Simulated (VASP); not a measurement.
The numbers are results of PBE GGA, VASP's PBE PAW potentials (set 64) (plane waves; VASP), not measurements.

Input for VASP

**INCAR**
```
# general
SYSTEM  = TiCo
PREC    = Accurate
ENCUT   = 480   # plane-wave cut-off (eV)
LREAL   = .FALSE.   # projection in real space or not
LASPH   = .TRUE.   # aspherical one-centre terms

# electronic loop
EDIFF   = 1E-7   # SCF stop (eV)
NELM    = 100
ALGO    = Normal   # blocked Davidson
LMAXMIX = 4   # l cut-off of mixed one-centre charges

# smearing
ISMEAR  = 1   # Methfessel-Paxton
SIGMA   = 0.1

# functional
GGA     = PE

# ions
IBRION  = 2   # conjugate gradients
NSW     = 40   # most ionic steps
ISIF    = 3
EDIFFG  = -0.01
PSTRESS = 100   # kbar

# output
LWAVE   = .FALSE.
LCHARG  = .FALSE.
```

File KPOINTS:
```
Automatic mesh
0
Gamma
12 12 12
0 0 0
```

**POSCAR**
```
TiCo
1
    2.9194290782     0.0000000000     0.0000000000
   -0.0000000000     2.9194290782     0.0000000000
   -0.0000000000    -0.0000000000     2.9194290782
Ti Co
1 1
Direct
  0.0000000000   0.0000000000   0.0000000000
  0.5000000000   0.5000000000   0.5000000000
```

POTCAR, in this order: Ti_sv Co (PBE.64 set). Program: vasp_std.

What VASP printed:

### OSZICAR
```
       N       E                     dE             d eps       ncg     rms          rms(c)
DAV:   1     0.147840828640E+03    0.14784E+03   -0.10001E+04  2352   0.180E+03
DAV:   2    -0.882325474797E+01   -0.15666E+03   -0.15411E+03  2388   0.404E+02
DAV:   3    -0.175407105273E+02   -0.87175E+01   -0.86432E+01  3808   0.104E+02
DAV:   4    -0.177527915147E+02   -0.21208E+00   -0.21145E+00  2798   0.136E+01
DAV:   5    -0.177619906426E+02   -0.91991E-02   -0.91988E-02  3494   0.253E+00    0.141E+01
DAV:   6    -0.161410287117E+02    0.16210E+01   -0.13299E+01  2624   0.564E+01    0.719E+00
DAV:   7    -0.178396164626E+02   -0.16986E+01   -0.25034E+01  3780   0.508E+01    0.203E+01
DAV:   8    -0.155800136251E+02    0.22596E+01   -0.13477E+01  3492   0.372E+01    0.176E+00
DAV:   9    -0.156123436373E+02   -0.32330E-01   -0.27483E-01  3274   0.537E+00    0.187E+00
DAV:  10    -0.155960758323E+02    0.16268E-01   -0.85877E-02  3536   0.376E+00    0.447E-01
DAV:  11    -0.155948923092E+02    0.11835E-02   -0.62398E-03  2926   0.962E-01    0.250E-01
DAV:  12    -0.155944468061E+02    0.44550E-03   -0.18039E-03  3692   0.378E-01    0.617E-02
DAV:  13    -0.155944135702E+02    0.33236E-04   -0.11108E-04  2738   0.114E-01    0.350E-02
DAV:  14    -0.155944058413E+02    0.77289E-05   -0.46488E-05  3374   0.669E-02    0.367E-03
DAV:  15    -0.155944057657E+02    0.75517E-07   -0.12359E-06  2644   0.136E-02    0.158E-03
DAV:  16    -0.155944057998E+02   -0.34048E-07   -0.97379E-08  1592   0.444E-03
   1 F= -.14041364E+02 E0= -.14040912E+02  d E =-.140414E+02
       N       E                     dE             d eps       ncg     rms          rms(c)
DAV:   1    -0.155924092276E+02    0.19965E-02   -0.38054E-02  2550   0.312E+00    0.395E-01
DAV:   2    -0.155968396727E+02   -0.44304E-02   -0.51168E-02  3160   0.287E+00    0.893E-01
DAV:   3    -0.155906786997E+02    0.61610E-02   -0.38573E-02  3454   0.229E+00    0.137E-01
DAV:   4    -0.155905688276E+02    0.10987E-03   -0.65955E-04  3034   0.245E-01    0.585E-02
DAV:   5    -0.155905730246E+02   -0.41969E-05   -0.12718E-04  3172   0.744E-02    0.292E-02
DAV:   6    -0.155905892198E+02   -0.16195E-04   -0.32559E-05  3110   0.440E-02    0.262E-02
DAV:   7    -0.155905895581E+02   -0.33829E-06   -0.25214E-05  3476   0.505E-02    0.280E-03
DAV:   8    -0.155905896223E+02   -0.64229E-07   -0.68240E-07  2710   0.817E-03
   2 F= -.14041353E+02 E0= -.14040907E+02  d E =0.106733E-04
       N       E                     dE             d eps       ncg     rms          rms(c)
DAV:   1    -0.155933523579E+02   -0.27628E-02   -0.12157E-02  2550   0.176E+00    0.224E-01
DAV:   2    -0.155948180271E+02   -0.14657E-02   -0.16530E-02  3160   0.163E+00    0.516E-01
DAV:   3    -0.155927977534E+02    0.20203E-02   -0.12710E-02  3436   0.131E+00    0.762E-02
DAV:   4    -0.155927636471E+02    0.34106E-04   -0.20380E-04  2948   0.136E-01    0.343E-02
DAV:   5    -0.155927637361E+02   -0.89000E-07   -0.45389E-05  3140   0.454E-02    0.163E-02
DAV:   6    -0.155927687269E+02   -0.49908E-05   -0.10175E-05  3200   0.278E-02    0.162E-02
DAV:   7    -0.155927683701E+02    0.35679E-06   -0.96786E-06  3528   0.313E-02    0.174E-03
DAV:   8    -0.155927683758E+02   -0.57744E-08   -0.27986E-07  2264   0.529E-03
   3 F= -.14041384E+02 E0= -.14040935E+02  d E =-.204896E-04
```

OUTCAR:
```
------------------------ aborting loop because EDIFF is reached ----------------------------------------
  FORCE on cell =-STRESS in cart. coord.  units (eV):
  Direction    XX          YY          ZZ          XY          YZ          ZX
  --------------------------------------------------------------------------------------
  Total        1.5544603      1.5544603      1.5544603      0.0000000      0.0000000     -0.0000000
  in kB      100.1982890    100.1982890    100.1982890      0.0000000      0.0000000     -0.0000000
  external PRESSURE =       0.1982890 kB  Pullay stress =     100.0000000 kB
  volume of cell :       24.86
      direct lattice vectors                 reciprocal lattice vectors
     2.918389852 -0.000000000  0.000000000     0.342654700  0.000000000 -0.000000000
    -0.000000000  2.918389852 -0.000000000     0.000000000  0.342654700 -0.000000000
     0.000000000  0.000000000  2.918389852     0.000000000  0.000000000  0.342654700
 POSITION                                       TOTAL-FORCE (eV/Angst)
 -----------------------------------------------------------------------------------
      0.00000      0.00000      0.00000         0.000000      0.000000      0.000000
      1.45919      1.45919      1.45919        -0.000000      0.000000      0.000000
 -----------------------------------------------------------------------------------
    total drift:                                0.000000      0.000000     -0.000000
  FREE ENERGIE OF THE ION-ELECTRON SYSTEM (eV)
  ---------------------------------------------------
  free  energy   TOTEN  =       -15.5927683758 eV

  energy  without entropy=      -15.5914194105  energy(sigma->0) =      -15.59231872
  enthalpy is  TOTEN    =       -14.0413842717 eV   P V=        1.5513841041

 reached required accuracy - stopping structural energy minimisation
```
(Selected blocks of OUTCAR.)

**CONTCAR**
```
TiCo
   1.00000000000000
     2.9183898523229561   -0.0000000000000000    0.0000000000000000
    -0.0000000000000000    2.9183898523229561   -0.0000000000000000
     0.0000000000000000    0.0000000000000000    2.9183898523229561
  Ti              Co
     1     1
Direct
     0.0000000000000000    0.0000000000000000    0.0000000000000000
     0.5000000000000000    0.5000000000000000    0.5000000000000000
```

### OUTCAR
```
 val. band max:       10.8547619578   @ k =   0.5000   0.1667   0.0833

 cond. band min:      10.8672735422   @ k =   0.4167   0.3333   0.3333


 Fermi energy:        10.8628092860

 k-point     1 :       0.0000    0.0000    0.0000
  band No.  band energies     occupation
      1     -46.2568      2.00000
      2     -22.3262      2.00000
      3     -22.3262      2.00000
      4     -22.3262      2.00000
      5       2.8862      2.00000
      6       6.7118      2.00000
      7       6.7118      2.00000
      8       9.2463      2.00000
      9       9.2463      2.00000
     10       9.2463      2.00000
     11      11.6643     -0.00000
     12      11.6643     -0.00000
     13      13.7846      0.00000
     14      13.7846      0.00000

 k-point     2 :       0.0833    0.0000    0.0000
  band No.  band energies     occupation
      1     -46.2539      2.00000
      2     -22.3523      2.00000
      3     -22.3244      2.00000
      4     -22.3244      2.00000
      5       3.0331      2.00000
      6       6.7786      2.00000
      7       6.7841      2.00000
      8       9.2360      2.00000
      9       9.2360      2.00000
     10       9.2733      2.00000
     11      11.5850     -0.00000
     12      11.6952     -0.00000
     13      13.5760      0.00000
     14      13.5760      0.00000

 k-point     3 :       0.1667    0.0000    0.0000
  band No.  band energies     occupation
      1     -46.2460      2.00000
      2     -22.4231      2.00000
      3     -22.3194      2.00000
      4     -22.3194      2.00000
      5       3.4620      2.00000
      6       6.9742      2.00000
      7       6.9760      2.00000
      8       9.2109      2.00000
      9       9.2109      2.00000
     10       9.3494      2.00000
     11      11.3542     -0.00000
     12      11.7638     -0.00000
     13      13.0732      0.00000
     14      13.0732      0.00000

 k-point     4 :       0.2500    0.0000    0.0000
  band No.  band energies     occupation
...
```

The compound is TiCo in the CsCl type structure. This run relaxes it under an external pressure of 10 GPa. Symmetry was kept, so distortions that lower it aren't found. The run is not spin-polarised, so no magnetic state was tried. The electron count is odd and the run is not spin-polarised, which forces a metal.
